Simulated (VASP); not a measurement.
# BN: input slips in a band-gap run and what they do, part 2 of 2

Some runs for the gap of BN get a fault in the input on purpose. Which of them show, and how? The starting structure is a measured crystal structure from the Crystallography Open Database. Cell and atoms stay as given unless a step says otherwise.

VASP 6.6.1.

Results so far: reference 4.036 eV; one electron missing no gap to read; a cutoff far too low 3.774 eV.

### 5. Bands with a hybrid's name typed into the meta-GGA tag

Level of this step: the functional as typed; plane waves and PAW (N, B) (VASP).

A slip made on purpose: a hybrid's name typed into the meta-GGA tag. Against step 2 the input has METAGGA = HSE06 and no GGA (also changed: NELM).

Input file INCAR:

```
SYSTEM = BN
PREC = Accurate
ENCUT = 460
EDIFF = 1E-06
NELM = 60
ISMEAR = 0
SIGMA = 0.03
LREAL = .FALSE.
ALGO = Normal
NBANDS = 22
LORBIT = 11
LWAVE = .FALSE.
LCHARG = .FALSE.
KPAR = 8
LASPH = .TRUE.
METAGGA = HSE06
```

Input file POSCAR:

```
BN
1.0
    2.5039900000      0.0000000000      0.0000000000
   -1.2519950000      2.1685189508      0.0000000000
    0.0000000000      0.0000000000      6.6612000000
N B
2 2
Direct
    0.6666666667      0.3333333333      0.2500000000
    0.3333333333      0.6666666667      0.7500000000
    0.6666666667      0.3333333333      0.7500000000
    0.3333333333      0.6666666667      0.2500000000
```

Input file KPOINTS:

```
Automatic mesh
0
Gamma
10 10 4
0 0 0
```

Input file KPOINTS_OPT:

```
Line mode
10
Line-mode
Reciprocal
  0.00000000   0.00000000   0.00000000 GAMMA
  0.50000000   0.00000000   0.00000000 M

  0.50000000   0.00000000   0.00000000 M
  0.33333333   0.33333333   0.00000000 K

  0.33333333   0.33333333   0.00000000 K
  0.00000000   0.00000000   0.00000000 GAMMA

  0.00000000   0.00000000   0.00000000 GAMMA
  0.00000000   0.00000000   0.50000000 A

  0.00000000   0.00000000   0.50000000 A
  0.50000000   0.00000000   0.50000000 L

  0.50000000   0.00000000   0.50000000 L
  0.33333333   0.33333333   0.50000000 H

  0.33333333   0.33333333   0.50000000 H
  0.00000000   0.00000000   0.50000000 A

  0.50000000   0.00000000   0.50000000 L
  0.50000000   0.00000000   0.00000000 M

  0.33333333   0.33333333   0.00000000 K
  0.33333333   0.33333333   0.50000000 H
```

The projector-augmented-wave data sets are N and B (LDA family, release 64).

Launch:

```sh
mpirun -np 8 vasp_std
```

The program printed:

```text
[banner, memory and clock lines left out]
running    8 mpi-ranks, on    1 nodes
[...]
|                                                                             |
|           W    W    AA    RRRRR   N    N  II  N    N   GGGG   !!!           |
|           W    W   A  A   R    R  NN   N  II  NN   N  G    G  !!!           |
|           W    W  A    A  R    R  N N  N  II  N N  N  G       !!!           |
|           W WW W  AAAAAA  RRRRR   N  N N  II  N  N N  G  GGG   !            |
|           WW  WW  A    A  R   R   N   NN  II  N   NN  G    G                |
|           W    W  A    A  R    R  N    N  II  N    N   GGGG   !!!           |
|                                                                             |
|     For optimal performance we recommend to set                             |
|       NCORE = 2 up to number-of-cores-per-socket                            |
|     NCORE specifies how many cores store one orbital (NPAR=cpu/NCORE).      |
|     This setting can greatly improve the performance of VASP for DFT.       |
[...]
|     calculations (for HF NCORE is supported but not extensively tested      |
|     yet).                                                                   |
|                                                                             |

|                                                                             |
|     EEEEEEE  RRRRRR   RRRRRR   OOOOOOO  RRRRRR      ###     ###     ###     |
|     E        R     R  R     R  O     O  R     R     ###     ###     ###     |
|     E        R     R  R     R  O     O  R     R     ###     ###     ###     |
|     EEEEE    RRRRRR   RRRRRR   O     O  RRRRRR       #       #       #      |
|     E        R   R    R   R    O     O  R   R                               |
|     E        R    R   R    R   O     O  R    R      ###     ###     ###     |
|     EEEEEEE  R     R  R     R  OOOOOOO  R     R     ###     ###     ###     |
|                                                                             |
|     Error: One of the selected functionals does not exist.                  |
|                                                                             |
|       ---->  I REFUSE TO CONTINUE WITH THIS SICK JOB ... BYE!!! <----       |
|                                                                             |

1
1
1
1
1
1
1
1
```

Wall time 6.6 s (8 MPI ranks of AMD EPYC 9R45, shared host).

VASP stopped with this message: “Error: One of the selected functionals does not exist”.

### 6. Bands with a fixed density without a density file

A slip made on purpose: a fixed density without a density file. Against step 2 the input has ICHARG = 11 (also changed: NELM).

Edit INCAR of step 5 so:

```diff
@@ -9,2 +9,3 @@
 ALGO = Normal
+GGA = CA
 NBANDS = 22
@@ -15,2 +16,2 @@
 LASPH = .TRUE.
-METAGGA = HSE06
+ICHARG = 11
```

POSCAR is that of step 5.

KPOINTS is that of step 5.

KPOINTS_OPT is that of step 5.

Launch:

```sh
mpirun -np 8 vasp_std
```

The program printed:

```text
 LDA part: xc-table for (Slater(with rela. corr.)+CA(PZ))
 , standard interpolation
 POSCAR, INCAR and KPOINTS ok, starting setup
 FFT: planning ... GRIDC
 FFT: planning ... GRID_SOFT
 FFT: planning ... GRID
 WAVECAR not read
 WARNING: CHGCAR is incomplete
 -----------------------------------------------------------------------------
|                                                                             |
|     EEEEEEE  RRRRRR   RRRRRR   OOOOOOO  RRRRRR      ###     ###     ###     |
|     E        R     R  R     R  O     O  R     R     ###     ###     ###     |
|     E        R     R  R     R  O     O  R     R     ###     ###     ###     |
|     EEEEE    RRRRRR   RRRRRR   O     O  RRRRRR       #       #       #      |
|     E        R   R    R   R    O     O  R   R                               |
|     E        R    R   R    R   O     O  R    R      ###     ###     ###     |
[...]
|                                                                             |
 -----------------------------------------------------------------------------

1
1
1
1
1
1
1
1

[... 2 parts as in an earlier step ...]
```

It took 5.6 s on 8 MPI ranks.

VASP stopped with this message: “ERROR: charge density could not be read from file CHGCAR for ICHARG>10”.

### 7. All runs side by side

| run | ended | gap (eV) | change (eV) | core minutes |
| --- | --- | --- | --- | --- |
| reference | converged | 4.036 | - | 0.533 |
| one electron missing | converged | none | - | 0.533 |
| a cutoff far too low | converged | 3.774 | -0.262 | 0.213 |
| a hybrid's name typed into the meta-GGA tag | stopped by VASP | - | - | 0.88 |
| a fixed density without a density file | stopped by VASP | - | - | 0.747 |

Core minutes are wall time times ranks of the run shown, on a shared host.

### 8. What came out

- reference gap: 4.036 eV
- gap with one electron missing: none to read from the occupations
- gap with a cutoff far too low: 3.774 eV
- run with a hybrid's name typed into the meta-GGA tag: stopped by VASP
- run with a fixed density without a density file: stopped by VASP

**Reading.** VASP stopped by itself in the runs with a hybrid's name typed into the meta-GGA tag and a fixed density without a density file. Finished, but with signs in the output that stand out against the reference: one electron missing, with no gap to read, since by its occupations the run counts as a metal (its levels may still leave one) (signs: a warning on the charge density and a stress of up to 43.8 GPa); a cutoff far too low, with the gap changed by -0.26 eV (signs: a stress of up to 144.8 GPa). Further runs on this material are not shown.

[Lines on the potential files, build, host, timing and source positions are cut from VASP's logs without a mark.]

[Logs are printed without paths, hosts, clocks, repeated set-up lines and the standing remarks that a program may print on its own settings, such as how far it seeks lower states.]

[Hosts, paths, dates, database ids (printed as entryN), source tags and the programs' standing remarks are cut or masked in the printed files.]
